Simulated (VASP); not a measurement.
```yaml
crystal:
  lattice:
    - [0.00000, 2.95462, 2.95462]
    - [2.95462, 0.00000, 2.95462]
    - [2.95462, 2.95462, 0.00000]
  atoms:
    - { symbol: Pd, position: [0.00000, 0.00000, 0.00000] }
    - { symbol: Sb, position: [0.25000, 0.25000, 0.25000] }
```

These are PBEsol GGA, VASP's PBE PAW potentials (set 64) (plane waves; VASP) values and carry that method's errors. Settings: 400 eV cut-off, Gaussian smearing of 0.050 eV, potentials Pd Sb.

Q: Give the energies of bands 2 to 10 at the high-symmetry points, in eV from the Fermi level.

A: 
| band | Γ | X | U | L | W |
|---|---|---|---|---|---|
| 2 | -4.33 | -4.98 | -4.61 | -4.33 | -4.40 |
| 3 | -4.33 | -3.44 | -3.65 | -4.08 | -3.84 |
| 4 | -4.33 | -3.44 | -3.37 | -4.08 | -3.57 |
| 5 | -3.00 | -2.85 | -3.02 | -2.94 | -3.08 |
| 6 | -3.00 | -2.79 | -2.97 | -2.94 | -2.45 |
| 7 | 3.70 | -2.00 | -2.21 | -2.57 | -2.02 |
| 8 | 3.70 | -0.55 | -1.22 | 1.83 | -1.64 |
| 9 | 3.70 | -0.55 | 0.22 | 1.83 | -0.45 |
| 10 | 4.23 | 4.35 | 4.83 | 4.64 | 6.82 |

It has no gap at this level: it comes out as a metal or semimetal.

The structure was generated: PdSb was put into the zinc blende type (F-43m), which need not be its known phase. It was relaxed first, which changed the volume by -22 %. The electron count is odd and the run is not spin-polarised, which forces a metal.
